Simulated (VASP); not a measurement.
Input of a VASP 6.6.1 run:

Contents of INCAR:

```
ALGO = Fast
EDIFF = 1E-4
EDIFFG = -0.08
ENCUT = 520
GGA = PE
IBRION = 2
ISIF = 3
ISMEAR = 0
KPAR = 2
LASPH = T
LCHARG = F
LREAL = F
LWAVE = F
NELM = 60
NSW = 24
PREC = Normal
SIGMA = 0.15
```

Contents of KPOINTS:

```
k-points
0
Gamma
  4 4 4
```

The input POSCAR:

```
In2WSe3
1.0
   -2.0250000000      2.5000000000      7.2000000000
    2.0250000000     -2.5000000000      7.2000000000
    2.0250000000      2.5000000000     -7.2000000000
In W Se
2 1 3
Direct
    0.3550000000      0.3550000000      0.0000000000
    0.6450000000      0.6450000000      0.0000000000
    0.0000000000      0.0000000000      0.0000000000
    0.1700000000      0.1700000000      0.0000000000
    0.8300000000      0.8300000000      0.0000000000
    0.5000000000      0.0000000000      0.5000000000
```

Potentials or basis: VASP PAW PBE potentials, release 64 (In_d, W_sv, Se).

Run with:

```bash
$ cat potpaw_PBE.64/In_d/POTCAR potpaw_PBE.64/W_sv/POTCAR potpaw_PBE.64/Se/POTCAR > POTCAR
$ mpirun -np 2 vasp_std > vasp.out
```

Task: Estimate the relaxed volume.

Result: 26.35 Å³/atom.

Task: Estimate the band gap on the k mesh.

Result: None (metal or under the smearing width).

Task: Estimate the space group after relaxing (to 0.05 Å).

Result: Immm (No. 71).

Stress tensor (GPa, compression positive):
```
-0.13  0.00  0.00
 0.00 -0.40  0.00
 0.00  0.00 -0.45
```

Caveat: the k mesh is coarse (spacing up to 0.50 Å⁻¹), so the values aren't converged. Spin-orbit coupling is left out, which matters for the levels of W.
